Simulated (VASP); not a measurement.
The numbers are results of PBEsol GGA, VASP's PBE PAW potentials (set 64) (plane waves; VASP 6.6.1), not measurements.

The input files of a VASP run:

**POSCAR**
```
AgCl
1
    0.0000000000     2.7198269084     2.7198269084
    2.7198269084     0.0000000000     2.7198269084
    2.7198269084     2.7198269084     0.0000000000
Ag Cl
1 1
Direct
  0.0000000000   0.0000000000   1.0000000000
  0.5000000000   0.5000000000   0.5000000000
```

**KPOINTS**
```
k-points along high-symmetry lines
15
Line-mode
Reciprocal
  0.000000   0.000000   0.000000 ! GAMMA
  0.500000   0.000000   0.500000 ! X

  0.500000   0.000000   0.500000 ! X
  0.625000   0.250000   0.625000 ! U

  0.375000   0.375000   0.750000 ! K
  0.000000   0.000000   0.000000 ! GAMMA

  0.000000   0.000000   0.000000 ! GAMMA
  0.500000   0.500000   0.500000 ! L

  0.500000   0.500000   0.500000 ! L
  0.500000   0.250000   0.750000 ! W

  0.500000   0.250000   0.750000 ! W
  0.500000   0.000000   0.500000 ! X
```

**INCAR**
```
# general
SYSTEM   =  AgCl
PREC     =  Accurate
ENCUT    =  400   # plane-wave cut-off (eV)
LREAL    =  .False.   # projection in real space or not
LASPH    =  .True.   # aspherical one-centre terms
ICHARG   =  11   # fixed density

# electronic loop
EDIFF    =  1E-7
NELM     =  100   # most electronic steps
ALGO     =  Normal   # blocked Davidson
LMAXMIX  =  4   # l cut-off of mixed one-centre charges

# smearing
ISMEAR   =  0   # Gaussian
SIGMA    =  0.05

# functional
GGA      =  PS

# output
LWAVE    =  .False.
LCHARG   =  .False.
LORBIT   =  11   # lm-projected
```

POTCAR, in this order: Ag Cl (PBE.64 set). Program: vasp_std. Read from the step before: CHGCAR.

What VASP printed:

File OSZICAR:
```
       N       E                     dE             d eps       ncg     rms          rms(c)
DAV:   1     0.832060158166E+02    0.83206E+02   -0.76956E+03  2476   0.101E+03
DAV:   2    -0.321103963274E+01   -0.86417E+02   -0.81063E+02  2855   0.229E+02
DAV:   3    -0.615279327404E+01   -0.29418E+01   -0.29352E+01  2665   0.450E+01
DAV:   4    -0.617431289296E+01   -0.21520E-01   -0.21517E-01  2760   0.433E+00
DAV:   5    -0.617460798733E+01   -0.29509E-03   -0.29509E-03  2710   0.491E-01
DAV:   6    -0.617461313421E+01   -0.51469E-05   -0.51469E-05  2790   0.658E-02
DAV:   7    -0.617461323597E+01   -0.10176E-06   -0.10174E-06  2755   0.920E-03
DAV:   8    -0.617461323774E+01   -0.17712E-08   -0.18068E-08  1865   0.134E-03
   1 F= -.61746132E+01 E0= -.61746132E+01  d E =-.452080E-14
```

OUTCAR:
```
 val. band max:        4.4768702305   @ k =   0.5000   0.5000   0.5000

 cond. band min:       5.1976807293   @ k =   0.0000   0.0000   0.0000



 k-point     1 :       0.0000    0.0000    0.0000
  band No.  band energies     occupation
      1     -11.0745      2.00000
      2       1.7469      2.00000
      3       1.7469      2.00000
      4       1.7469      2.00000
      5       1.7903      2.00000
      6       1.7903      2.00000
      7       1.8986      2.00000
      8       1.8986      2.00000
      9       1.8986      2.00000
     10       5.1977      0.00000
     11      15.2000      0.00000
     12      15.2000      0.00000
     13      15.2000      0.00000

 k-point     2 :       0.0357    0.0000    0.0357
  band No.  band energies     occupation
      1     -11.0664      2.00000
      2       1.4450      2.00000
      3       1.6591      2.00000
      4       1.6591      2.00000
      5       1.7418      2.00000
      6       1.7930      2.00000
      7       1.9878      2.00000
      8       1.9878      2.00000
      9       2.1927      2.00000
     10       5.2989      0.00000
     11      15.0058      0.00000
     12      15.1368      0.00000
     13      15.1368      0.00000

 k-point     3 :       0.0714    0.0000    0.0714
  band No.  band energies     occupation
      1     -11.0426      2.00000
      2       1.0338      2.00000
      3       1.5296      2.00000
      4       1.5296      2.00000
      5       1.7269      2.00000
      6       1.8011      2.00000
      7       2.1205      2.00000
      8       2.1205      2.00000
      9       2.4614      2.00000
     10       5.5889      0.00000
     11      14.6301      0.00000
     12      14.9816      0.00000
     13      14.9816      0.00000

 k-point     4 :       0.1071    0.0000    0.1071
  band No.  band energies     occupation
      1     -11.0048      2.00000
      2       0.6345      2.00000
      3       1.4062      2.00000
      4       1.4062      2.00000
...
```

The density is held fixed in this step, so its total energy and stress have no physical meaning.

The structure was generated: AgCl was put into the rock salt type (Fm-3m), which need not be its known phase. It was relaxed first, which changed the volume by +6 %.
